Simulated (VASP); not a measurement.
Consider the following.

```yaml
crystal:
  lattice:
    - [0.00000, 3.11562, 3.11562]
    - [3.11562, 0.00000, 3.11562]
    - [3.11562, 3.11562, 0.00000]
  atoms:
    - { symbol: In, position: [0.00000, 0.00000, 0.00000] }
    - { symbol: As, position: [0.25000, 0.25000, 0.25000] }
```

These are PBE GGA with D4 dispersion, VASP's PBE PAW potentials (set 64) (plane waves; VASP) values and carry that method's errors. Numerical set-up: 520 eV cut-off, 10×10×10 Γ-centred mesh, first-order Methfessel-Paxton smearing of 0.10 eV, potentials In_d As.

Unless said otherwise, spin-orbit coupling is left out, though it shifts the bands of the heavy elements here.

Task: Predict the energy per atom (σ→0), pressure, band gap (on the k-mesh) with the smallest direct gap where there is one.

Result: 
```
Quantity                                                     Value
------------------------  ----------------------------------------
band gap (on the k-mesh)  none (metal, semimetal or under 0.01 eV)
energy per atom (σ→0)                               -4.172 eV/atom
pressure                                                 -2.78 GPa
```

Only differences to runs with the same potentials and settings are physical.

The compound is InAs in the zinc blende structure. This cell is one point of a volume scan, at 1.06 of the reference volume.
